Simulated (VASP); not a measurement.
These are PBE GGA, VASP's PBE PAW potentials (set 64) (plane waves; VASP) values and carry that method's errors.

VASP input:

**KPOINTS**
```
Regular mesh
0
Gamma
 6 6 6
0 0 0
```

**INCAR**
```
ALGO = Normal
EDIFF = 1E-7
ENCUT = 650
GGA = PE
IBRION = 6
ISIF = 3
ISMEAR = 0
LASPH = .TRUE.
LCHARG = .FALSE.
LMAXMIX = 6
LREAL = .FALSE.
LWAVE = .FALSE.
NELM = 100
NFREE = 2
NSW = 1
POTIM = 0.015
PREC = Accurate
SIGMA = 0.05
SYSTEM = CeO2
```

POSCAR:
```
CeO2
1.0
  0.0000000000   2.7306101479   2.7306101479
  2.7306101479   0.0000000000   2.7306101479
  2.7306101479   2.7306101479   0.0000000000
Ce O
1 2
Cart
  0.0000000000   0.0000000000   0.0000000000
  1.3653050739   1.3653050739   1.3653050739
  4.0959152218   4.0959152218   4.0959152218
```

POTCAR, in this order: Ce O (PBE.64 set). Program: vasp_std.

Problem. What will the output report for the number of irreducible k-points (NKPTS), number of bands (NBANDS), largest plane-wave count, number of space-group operations, FFT grid (NGX, NGY, NGZ)?

Solution. 
```
Property                                      Result
--------------------------------------  ------------
number of irreducible k-points (NKPTS)            16
number of bands (NBANDS)                          16
largest plane-wave count                        1544
number of space-group operations                  48
FFT grid (NGX, NGY, NGZ)                32 × 32 × 32
```

The compound is CeO2 in the fluorite structure. It was relaxed first. The run is not spin-polarised, so no magnetic state was tried.
